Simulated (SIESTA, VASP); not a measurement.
Given: the input of a run of SIESTA 5.4.2 on SiSe. The cell comes from a database or a generator and needn't be the stable form of this composition.

SiSe.fdf

```
SystemName                      SiSe
SystemLabel                     SiSe
NumberOfSpecies                 2
NumberOfAtoms                   2
%block ChemicalSpeciesLabel
  1  14 Si
  2  34 Se
%endblock ChemicalSpeciesLabel

LatticeConstant                 1.0 Ang
%block LatticeVectors
     3.5952000000     0.0000000000     0.0000000000
    -1.7976000000     3.1135300000     0.0000000000
     0.0000000000     0.0000000000     3.5987300000
%endblock LatticeVectors
AtomicCoordinatesFormat         Ang
%block AtomicCoordinatesAndAtomicSpecies
     1.7976179760     1.0378329549     1.7993650000  1
     0.0000000000     0.0000000000     0.0000000000  2
%endblock AtomicCoordinatesAndAtomicSpecies

%block kgrid.MonkhorstPack
    9   0   0  0.0
    0   9   0  0.0
    0   0   7  0.0
%endblock kgrid.MonkhorstPack
XC.Functional                   GGA
XC.Authors                      PBE
PAO.BasisSize                   DZP
PAO.EnergyShift                 0.003 Ry
Mesh.Cutoff                     500 Ry
OccupationFunction              FD
ElectronicTemperature           0.05 eV
MaxSCFIterations                120
SCF.MustConverge                false
SCF.Mixer.Method                Pulay
SCF.Mixer.Weight                0.25
SCF.Mixer.History               8
SCF.DM.Tolerance                5.0e-05
SCF.H.Tolerance                 1.0e-03 eV
WriteForces                     true
Charge.Mulliken                 end
%block PAO.Basis
  Se 4
  n=4 0 2
    5.139 0.000
  n=4 1 2
    6.735 0.000
  n=3 2 2
    2.657 0.000
  n=4 2 1
    6.735
%endblock PAO.Basis
```

Potentials or basis: PseudoDojo 0.4 standard (PBE files), converted to PSML, two zetas on semicore shells, DZP (energy shift 0.003 Ry; two zetas on semicore shells).

Command:

```sh
$ siesta < SiSe.fdf > SiSe.out 2>&1
```

Task: What does the same run look like in VASP 6.6.1? Potentials or basis there: PBE PAW files Se, Si, 520 eV.

Result: As run (cutoffs and basis follow the program's own potentials, and thresholds, step limits or extra output files can differ):

The input INCAR:

```
SYSTEM = SiSe
  ALGO = Normal
  EDIFF = 1E-7
  ENCUT = 520
  GGA = PE
  ISIF = 2
  ISMEAR = -1
  LASPH = .True.
  LCHARG = .True.
  LELF = .True.
  LREAL = .False.
  LVHAR = .True.
  LWAVE = .False.
  NBANDS = 12
  NELM = 80
  PREC = Accurate
  SIGMA = 0.05
```

Contents of KPOINTS:

```
k-points
0
Gamma
  9 9 7
  0 0 0
```

POSCAR

```
SiSe
1.0
    3.5952000000      0.0000000000      0.0000000000
   -1.7976000000      3.1135300000      0.0000000000
    0.0000000000      0.0000000000      3.5987300000
Si Se
1 1
Direct
    0.6666700000      0.3333300000      0.5000000000
    0.0000000000      0.0000000000      0.0000000000
```

Potentials or basis: VASP PAW PBE potentials, release 64 (Si, Se).

Run with:

```sh
$ cat potpaw_PBE.64/Si/POTCAR potpaw_PBE.64/Se/POTCAR > POTCAR
$ mpirun -np 1 vasp_std > vasp.out
```

Both were run:

|  | SIESTA | VASP |
| --- | --- | --- |
| Pressure | 3.4 GPa | 0.4 GPa |

The potentials hold 20 and 10 valence electrons a cell.

The two runs disagree by more than potentials and bases usually give (in gap, levels, pressure or energy); the cause wasn't traced.

Pressure is positive in compression.
